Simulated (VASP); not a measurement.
An input for Quantum ESPRESSO's pw.x (written as the equivalent of a VASP run, and not itself run):

```
&CONTROL
  calculation = 'vc-relax'
  pseudo_dir = './pseudo'
  outdir = './out'
  tprnfor = .true.
  tstress = .true.
  nstep = 60
  forc_conv_thr = 0.00039
/
&SYSTEM
  ibrav = 0
  nat = 2
  ntyp = 2
  ecutwfc = 70
  occupations = 'smearing'
  smearing = 'gaussian'
  degauss = 0.003675
  input_dft = 'pbe'
/
&ELECTRONS
  conv_thr = 7.3e-08
  electron_maxstep = 100
/
&IONS
/
&CELL
/
ATOMIC_SPECIES
  Cs 132.905 Cs.upf
  I 126.904 I.upf
CELL_PARAMETERS angstrom
     4.5700000    0.0000000    0.0000000
     0.0000000    4.5700000    0.0000000
     0.0000000    0.0000000    4.5700000
ATOMIC_POSITIONS crystal
  Cs   0.0000000  0.0000000  0.0000000
  I    0.5000000  0.5000000  0.5000000
K_POINTS automatic
  5 5 5 0 0 0
```

Task: Write the VASP files for the same calculation (PBE).

Result: Several could match; the one computed here: 
POSCAR:
```
CsI
1
    4.5700000000     0.0000000000     0.0000000000
    0.0000000000     4.5700000000     0.0000000000
    0.0000000000     0.0000000000     4.5700000000
Cs I
1 1
Direct
  0.0000000000   0.0000000000   0.0000000000
  0.5000000000   0.5000000000   0.5000000000
```

### INCAR
```
SYSTEM  =  CsI
PREC  =  Accurate; ENCUT  =  520; LREAL  =  .FALSE.
LASPH  =  .TRUE.
EDIFF  =  1E-6; NELM  =  100; ALGO  =  Normal
LMAXMIX  =  4
ISMEAR  =  0; SIGMA  =  0.05
GGA  =  PE
IBRION  =  2; NSW  =  60; ISIF  =  3
EDIFFG  =  -0.01
LWAVE  =  .FALSE.; LCHARG  =  .FALSE.
```

File KPOINTS:
```
kpoints
0
Gamma
  5 5 5
0 0 0
```

POTCAR, in this order: Cs_sv I (PBE.64 set). Program: vasp_std.

Limits of the translation: the potentials are each code's own (VASP's PAW set, PseudoDojo norm-conserving files in pw.x), so ENCUT and ecutwfc are chosen apart and not converted; conv_thr bounds pw.x's estimated SCF error, while EDIFF bounds the energy change between steps; forc_conv_thr acts on force components and is met together with etot_conv_thr.

The compound is CsI in the CsCl type structure. This run relaxes it. Symmetry was kept, so distortions that lower it aren't found.
